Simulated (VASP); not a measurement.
A cell of CsI (CsCl type) near equilibrium:

```
CsI
1.0
    4.66878     0.00000     0.00000
    0.00000     4.66878     0.00000
    0.00000     0.00000     4.66878
Cs I
1 1
Cartesian
  0.00000   0.00000   0.00000
  2.33439   2.33439   2.33439
```

The numbers are results of PBE GGA, VASP's PBE PAW potentials (set 64) (plane waves; VASP 6.6.1), not measurements.

Unless said otherwise, spin-orbit coupling is left out, though it shifts the bands of the heavy elements here.

```tsv
run	ΔE (meV/atom)	σxx	σyy	σzz	largest shear component, with its sign (GPa)	largest force (eV/Å)	gap (eV)
as it is	0.0	0.01	0.01	0.01	0.00	0.000	3.67
after one change	6.5	0.71	0.71	0.71	0.00	0.000	3.86
```
Stress is in GPa, positive when the cell is compressed; gaps are those on the k-mesh, and 0.00 means metallic.

Task: Which change was made?
(A) shear strain γ_yz = +4.0 %
(B) atom 2 (I) moved by 0.100 Å along x
(C) isotropic strain of -2.0 %
(D) atom 1 (Cs) moved by -0.050 Å along x

Result: C, isotropic strain of -2.0 %

The compound is CsI in the CsCl type structure.
